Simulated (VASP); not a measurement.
OSZICAR of a VASP run on KI (rock salt):

**OSZICAR**
```
       N       E                     dE             d eps       ncg     rms          rms(c)
DAV:   1     0.912724536790E+02    0.91272E+02   -0.66147E+03   480   0.111E+03
DAV:   2    -0.293935678041E+00   -0.91566E+02   -0.86519E+02   568   0.246E+02
DAV:   3    -0.559664986802E+01   -0.53027E+01   -0.52816E+01   616   0.559E+01
DAV:   4    -0.589792975396E+01   -0.30128E+00   -0.30090E+00   912   0.110E+01
DAV:   5    -0.589879353919E+01   -0.86379E-03   -0.86377E-03   608   0.632E-01    0.305E+00
DAV:   6    -0.581859608371E+01    0.80197E-01   -0.11084E-01   584   0.243E+00    0.219E+00
DAV:   7    -0.581183446190E+01    0.67616E-02   -0.12372E-01   600   0.220E+00    0.873E-01
DAV:   8    -0.581585103369E+01   -0.40166E-02   -0.16085E-02   620   0.109E+00    0.239E-01
DAV:   9    -0.581572356190E+01    0.12747E-03   -0.62744E-04   644   0.174E-01    0.988E-02
DAV:  10    -0.581601478761E+01   -0.29123E-03   -0.47710E-04   580   0.131E-01    0.854E-02
DAV:  11    -0.581601389256E+01    0.89506E-06   -0.54788E-05   636   0.468E-02    0.133E-02
DAV:  12    -0.581601447676E+01   -0.58420E-06   -0.44317E-06   612   0.212E-02
   1 F= -.58160145E+01 E0= -.58160145E+01  d E =-.581601E+01
```

Problem. Which electronic solver shows in the log?

Solution. It is blocked Davidson (ALGO = Normal, or the opening steps of other solvers). The INCAR had ALGO = Normal.

Problem. Can the final energy be trusted as converged?

Solution. The calculation finished and met its thresholds. It stopped with EDIFF = 1E-6, NELM = 100, NSW = 40 and EDIFFG = -0.02 after 1 ionic step (PBEsol GGA, plane waves, VASP's PBE PAW potentials (set 64)).

The compound is KI in the rock salt structure. It was relaxed first.
